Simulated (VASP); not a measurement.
YSi (relaxed from the WC structure, space group P-6m2): computed properties

Computed with PBEsol GGA, VASP's PBE PAW potentials (set 64) (plane waves; VASP).

```
Item                                                                                    Value
----------------------------------  ---------------------------------------------------------
space group                                                                       P-6m2 (187)
cell                                a = b = 3.555 Å, c = 4.193 Å, α = β = 90.00°, γ = 120.00°
volume per atom                                                                 22.95 Å³/atom
band gap (over mesh and band path)                   none (metal, semimetal or under 0.01 eV)
density                                                                            4.23 g/cm³
optical Γ-point spectrum                                                   165 (×2), 328 cm⁻¹
C11                                                                                  47.4 GPa
C12                                                                                  68.3 GPa
C13                                                                                  64.1 GPa
C33                                                                                   179 GPa
C44                                                                                  36.0 GPa
C66                                                                                 -10.4 GPa
```

```
CELL_PARAMETERS angstrom
      3.55530     0.00000     0.00000
     -1.77765     3.07898     0.00000
      0.00000     0.00000     4.19304
ATOMIC_POSITIONS crystal
  Y  0.00000 0.00000 0.00000
  Si 0.66667 0.33333 0.50000
```

Finite-difference elastic constants of metals are sensitive to mesh and smearing; shear constants can be off by tens of GPa.

The structure was generated: YSi was put into the WC type (P-6m2), which need not be its known phase. It was relaxed first. Symmetry was kept, so distortions that lower it aren't found. The electron count is odd and the run is not spin-polarised, which forces a metal.
